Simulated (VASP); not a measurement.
# Si3P4 (I-42m) in VASP: notebook, part 2 of 2

VASP 6.6.1. The steps go on from the part before.

## (3) Single point, HSE06

POSCAR reads:

```
Si3P4
1.0
   -2.5601700000      2.5601700000      5.1203400000
    2.5601700000     -2.5601700000      5.1203400000
    2.5601700000      2.5601700000     -5.1203400000
Si P
3 4
Direct
    0.7500000000      0.2500000000      0.5000000000
    0.2500000000      0.7500000000      0.5000000000
    0.5000000000      0.5000000000      0.0000000000
    0.3452520000      0.8830800000      0.0000000000
    0.8830800000      0.3452520000      0.0000000000
    0.1169200000      0.1169200000      0.4621720000
    0.6547480000      0.6547480000      0.5378280000
```

INCAR.step1 reads:

```
SYSTEM = Si3P4
  PREC = Accurate
  ENCUT = 520
  EDIFF = 1E-5
  ISMEAR = 0
  SIGMA = 0.02
  LREAL = .FALSE.
  LASPH = .TRUE.
  NELM = 40
  ALGO = Normal
  ISIF = 2
  LWAVE = .TRUE.
  KPAR = 4
  GGA = PE
```

INCAR.step2 reads:

```
SYSTEM = Si3P4
  PREC = Accurate
  ENCUT = 520
  EDIFF = 1E-5
  ISMEAR = 0
  SIGMA = 0.02
  LREAL = .FALSE.
  LASPH = .TRUE.
  NELM = 40
  ALGO = Normal
  ISIF = 2
  LWAVE = .FALSE.
  LCHARG = .FALSE.
  GGA = PE
  LHFCALC = .TRUE.
  HFSCREEN = 0.2
  PRECFOCK = Fast
  KPAR = 4
  ISTART = 1
```

KPOINTS reads:

```
Automatic mesh
0
G
  6 6 6
  0 0 0
```

Potentials or basis: VASP PAW PBE potentials, release 64 (Si, P).

Launch:

```bash
> cat potpaw_PBE.64/Si/POTCAR potpaw_PBE.64/P/POTCAR > POTCAR
> cp INCAR.step1 INCAR
> mpirun -np 4 vasp_std > vasp.out
> cp INCAR.step2 INCAR
> mpirun -np 4 vasp_std > vasp.out
```

OUTCAR:

```text
SYSTEM = Si3P4
   PREC = Accurate
   ENCUT = 520
   EDIFF = 1E-5
   ISMEAR = 0
   LREAL = .FALSE.
   LASPH = .TRUE.
   NELM = 40
   ISIF = 2
   GGA = PE
   LHFCALC = .TRUE.
   HFSCREEN = 0.2
   PRECFOCK = Fast
   ISTART = 1

 ion  position               nearest neighbor table
   1  0.750  0.250  0.500-   5 2.29   6 2.29   4 2.29   7 2.29
   2  0.250  0.750  0.500-   4 2.29   6 2.29   5 2.29   7 2.29
   3  0.500  0.500  0.000-   7 2.27   4 2.27   5 2.27   6 2.27
   4  0.345  0.883  0.000-   3 2.27   1 2.29   2 2.29
   5  0.883  0.345  0.000-   3 2.27   2 2.29   1 2.29
   6  0.117  0.117  0.462-   3 2.27   1 2.29   2 2.29
   7  0.655  0.655  0.538-   3 2.27   2 2.29   1 2.29

  LATTYP: Found a body centered tetragonal cell.
 ALAT       =     5.1203400000
 C/A-ratio  =     2.0000000000

  Lattice vectors:

 A1 = (  -2.5601700000,   2.5601700000,   5.1203400000)
 A2 = (   2.5601700000,  -2.5601700000,   5.1203400000)
 A3 = (   2.5601700000,   2.5601700000,  -5.1203400000)

Analysis of symmetry for initial positions (statically):
=====================================================================
 Subroutine PRICEL returns:
 Original cell was already a primitive cell.

 Routine SETGRP: Setting up the symmetry group for a
 body centered tetragonal supercell.

 Subroutine GETGRP returns: Found  8 space group operations
 (whereof  8 operations were pure point group operations)
 out of a pool of 16 trial point group operations.

The static configuration has the point symmetry D_2d.

Analysis of symmetry for dynamics (positions and initial velocities):
=====================================================================
 Subroutine PRICEL returns:
 Original cell was already a primitive cell.

 Routine SETGRP: Setting up the symmetry group for a
 body centered tetragonal supercell.

 Subroutine GETGRP returns: Found  8 space group operations
 (whereof  8 operations were pure point group operations)
 out of a pool of 16 trial point group operations.

The dynamic configuration has the point symmetry D_2d.

 Subroutine INISYM returns: Found  8 space group operations
 (whereof  8 operations are pure point group operations),
 and found     1 'primitive' translations

----------------------------------------------------------------------------------------

                                     Primitive cell

  volume of cell :     134.2445

  direct lattice vectors                    reciprocal lattice vectors
    -2.560170000  2.560170000  5.120340000     0.000000000  0.195299531  0.097649765
     2.560170000 -2.560170000  5.120340000     0.195299531  0.000000000  0.097649765
     2.560170000  2.560170000 -5.120340000     0.195299531  0.195299531  0.000000000

  length of vectors
     6.271110155  6.271110155  6.271110155     0.218351514  0.218351514  0.276195245

  position of ions in fractional coordinates (direct lattice)
     0.750000000  0.250000000  0.500000000
     0.250000000  0.750000000  0.500000000
[... 68 lines left out ...]
 [... further k-points ...]
   k-points           NKPTS =     30   k-points in BZ     NKDIM =    216   number of bands    NBANDS=     20
   number of dos      NEDOS =    301   number of ions     NIONS =      7
   total plane-waves  NPLWV = 110592
   dimension x,y,z NGX =    48 NGY =   48 NGZ =   48
   dimension x,y,z NGXF=    96 NGYF=   96 NGZF=   96
   ions per type =               3   4
   NGX,Y,Z   is equivalent  to a cutoff of  12.72, 12.72, 12.72 a.u.
   NGXF,Y,Z  is equivalent  to a cutoff of  25.45, 25.45, 25.45 a.u.
 SYSTEM =  Si3P4
   PREC   = accura    normal or accurate (medium, high low for compatibility)
   ISTART =      1    job   : 0-new  1-cont  2-samecut
   ICHARG =      0    charge: 1-file 2-atom 10-const
   ISPIN  =      1    spin polarized calculation?
   LNONCOLLINEAR =      F non collinear calculations
   LSORBIT =      F    spin-orbit coupling
   LASPH  =      T    aspherical Exc in radial PAW
   ENCUT  =  520.0 eV  38.22 Ry    6.18 a.u.  11.66 11.66 11.66*2*pi/ulx,y,z
   NELM   =     40;   NELMIN=  2; NELMDL=  0     # of ELM steps
   EDIFF  = 0.1E-04   stopping-criterion for ELM
   LREAL  =      F    real-space projection
   EDIFFG = 0.1E-03   stopping-criterion for IOM
   NSW    =      0    number of steps for IOM
   IBRION =     -1    ionic relax: 0-MD 1-quasi-New 2-CG
   NFREE  =      0    steps in history (QN), initial steepest desc. (CG)
   ISIF   =      2    stress and relaxation
   ISYM   =      3    0-nonsym 1-usesym 2-fastsym
   POTIM  = 0.5000    time-step for ionic-motion
   TEBEG  =    0.0;   TEEND  =   0.0 temperature during run
   PSTRESS=    0.0 pullay stress
   NELECT =      32.0000    total number of electrons
   NUPDOWN=      -1.0000    fix difference up-down
   EMIN   =  10.00;   EMAX   =-10.00  energy-range for DOS
   EFERMI =   0.00;   METHOD = LEGACY
   ISMEAR =     0;   SIGMA  =   0.02  broadening in eV -4-tet -1-fermi 0-gaus
   EFERMI_NEDOS =   21; number of points for ismear=-14 and -15
   IALGO  =     38    algorithm
   IMIX   =      1    mixing-type and parameters
     AMIX     =   0.40;   BMIX     =  1.00
     AMIX_MAG =   1.60;   BMIX_MAG =  1.00
  volume/ion in A,a.u.               =      19.18       129.42
  Fermi-wavevector in a.u.,A,eV,Ry     =   1.015062  1.918190 14.018782  1.030351
  Thomas-Fermi vector in A             =   2.148326
   LORBIT       =      0    0 simple, 1 ext, 2 COOP (PROOUT), +10 PAW based schemes
   GGA     = PE    functional components
   LHFCALC =     T    Hartree Fock is set to
   PRECFOCK=fast      Normal, Fast or Accurate (Low or Medium for compatibility)
   ENCUT4O =  -1.0   cutoff for four orbital integrals eV
   NKREDX  =     1    reduce k-point grid by
   NKREDY  =     1    reduce k-point grid by
   NKREDZ  =     1    reduce k-point grid by
   AEXX    =    0.2500 exact exchange contribution
   HFSCREEN=    0.2000 screening length (either q_TF or 0.3 A-1)
   HFSCREENC=   0.2000 screening length for correlation (either q_TF or 0.3 A-1)
   ENCUTFOCK=  -1.0 apply spherical cutoff to Coloumb kernel
   IVDW    =     0    specifies the selected vdW correction
   LEPSILON=     F    determine dielectric tensor
   LRPA    =     F    only Hartree local field effects (RPA)
 non-spin polarized calculation
 Gauss-broadening in eV      SIGMA  =   0.02
  energy-cutoff  :      520.00
  volume of cell :      134.24
 maximum number of plane-waves:      3672
 NGX is ok and might be reduce to    48
  NGX = 28; NGY = 28; NGZ = 28

 number of electron      32.0000000 magnetization

 Free energy of the ion-electron system (eV)
  ---------------------------------------------------
  ext. energy  EPLUGINS =         0.00000000
  ---------------------------------------------------
  free energy    TOTEN  =       -45.67761743 eV

  energy without entropy =      -45.67761743  energy(sigma->0) =      -45.67761743

 E-fermi :   5.7810     XC(G=0):  -8.0808

 val. band max:        5.6746063958   @ k =   0.0000   0.0000   0.0000
 cond. band min:       6.6761335907   @ k =   0.5000   0.5000   0.5000
 fundamental gap:      1.0015271949
 Fermi energy:         5.7810368379

 k-point     1 :       0.0000    0.0000    0.0000
  band No.  band energies     occupation
      1      -9.5266      2.00000
      2      -5.6640      2.00000
      3      -5.5575      2.00000
      4      -5.5575      2.00000
      5      -3.7398      2.00000
      6      -3.5134      2.00000
[... 541 lines left out ...]
     19       8.2637      0.00000
     20       8.6694      0.00000

 [... further k-points ...]

------------------------ aborting loop because EDIFF is reached ----------------------------------------

  FORCE on cell =-STRESS in cart. coord.  units (eV):
  Direction    XX          YY          ZZ          XY          YZ          ZX
  --------------------------------------------------------------------------------------
  -------------------------------------------------------------------------------------
  Total       -2.0873073     -2.0873073     -2.1671732      0.0000000      0.0000000      0.0000000
  in kB      -24.9115395    -24.9115395    -25.8647215      0.0000000      0.0000000      0.0000000
  external PRESSURE =     -25.2292668 kB  Pullay stress =       0.0000000 kB

 VOLUME and BASIS-vectors are now :
 -----------------------------------------------------------------------------
  energy-cutoff  :      520.00
  volume of cell :      134.24
      direct lattice vectors                 reciprocal lattice vectors
    -2.560170000  2.560170000  5.120340000     0.000000000  0.195299531  0.097649765
     2.560170000 -2.560170000  5.120340000     0.195299531  0.000000000  0.097649765
     2.560170000  2.560170000 -5.120340000     0.195299531  0.195299531  0.000000000

 POSITION                                       TOTAL-FORCE (eV/Angst)
 -----------------------------------------------------------------------------------
     -0.00000      2.56017      2.56017        -0.000000      0.000000      0.000000
      2.56017     -0.00000      2.56017        -0.000000      0.000000      0.000000
      0.00000      0.00000      5.12034        -0.000000      0.000000      0.000000
      1.37693     -1.37693      6.28948        -0.150781      0.150781      0.179889
     -1.37693      1.37693      6.28948         0.150781     -0.150781      0.179889
      1.18324      1.18324     -1.16914         0.150781      0.150781     -0.179889
      1.37693      1.37693      3.95120        -0.150781     -0.150781     -0.179889
 -----------------------------------------------------------------------------------
    total drift:                                0.000012      0.000010     -0.000003

  FREE ENERGIE OF THE ION-ELECTRON SYSTEM (eV)
  ---------------------------------------------------
  free  energy   TOTEN  =       -45.6776174297 eV

  energy  without entropy=      -45.6776174297  energy(sigma->0) =      -45.67761743
```

Wall time 62 min (4 MPI ranks of Intel Xeon Platinum 8488C (Sapphire Rapids), shared host); peak memory 0.5 GiB.

What came out:

| Quantity | Value |
| --- | --- |
| Free energy | -45.6776 eV |
| Pressure | -2.5 GPa |
| Largest force | 0.279 eV/Å |
| Band gap on the k mesh | 1.00 eV, indirect (least direct gap 1.35 eV) |

Forces on the atoms (eV/Å):
```
Si   0.000  0.000  0.000
Si   0.000  0.000  0.000
Si   0.000  0.000  0.000
P   -0.151  0.151  0.180
P    0.151 -0.151  0.180
P    0.151  0.151 -0.180
P   -0.151 -0.151 -0.180
```

Stress tensor (GPa, compression positive):
```
-2.49  0.00  0.00
 0.00 -2.49  0.00
 0.00  0.00 -2.59
```

Caveat: the PAW data sets were made with another functional, which shifts forces and pressure a little.
